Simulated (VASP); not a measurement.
Shape and ions are relaxed at each volume.

Energy against volume of TiB₂ (AlB2 type). Calculation: vdW-DF2, VASP's PBE PAW potentials (set 64) (plane waves; VASP 6.6.1).

| V (Å³/atom) | E (eV/atom) |
|---|---|
| 8.303 | -6.00752 |
| 8.568 | -6.02652 |
| 8.833 | -6.03233 |
| 9.098 | -6.02680 |
| 9.363 | -6.01152 |

Problem. Fit a third-order Birch-Murnaghan equation of state.

Solution. 
```yaml
volume_per_atom: 8.83 Å³/atom
bulk_modulus: 228 GPa
pressure_derivative_of_the_bulk_modulus: 4.03
```

Measured: bulk modulus 240 GPa (computed value off by -4.8 %), as given by Synthesis of Binary Transition Metal Nitrides, Carbides and Borides from the Elements in the Laser-Heated Diamond …. The calculation is for a static lattice, while the measured bulk modulus holds thermal and zero-point effects, which are part of the difference.

The compound is TiB2 in the AlB2 type structure. It was relaxed first.
